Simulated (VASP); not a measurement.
Given:

```
CELL_PARAMETERS angstrom
      0.00000     2.23620     2.23620
      2.23620     0.00000     2.23620
      2.23620     2.23620     0.00000
ATOMIC_POSITIONS crystal
  W  0.00000 0.00000 0.00000
  B  0.50000 0.50000 0.50000
```

Computed with PBE GGA, VASP's PBE PAW potentials (set 64) (plane waves; VASP 6.6.1). Settings: 520 eV cut-off, 16×16×16 Γ-centred mesh, tetrahedra with Blöchl corrections, potentials W_sv B.

Unless said otherwise, spin-orbit coupling is left out, though it shifts the bands of the heavy elements here.

Question: What does the run give for the energy per atom (σ→0), band gap (on the k-mesh) with the smallest direct gap where there is one?

Answer: 
* **band gap (on the k-mesh)**: none (metal, semimetal or under 0.01 eV)
* **energy per atom (σ→0)**: -9.970 eV/atom

Only differences to runs with the same potentials and settings are physical.

The structure was generated: WB was put into the rock salt type (Fm-3m), which need not be its known phase. It was relaxed first, which changed the volume by -40 %. The electron count is odd and the run is not spin-polarised, which forces a metal.
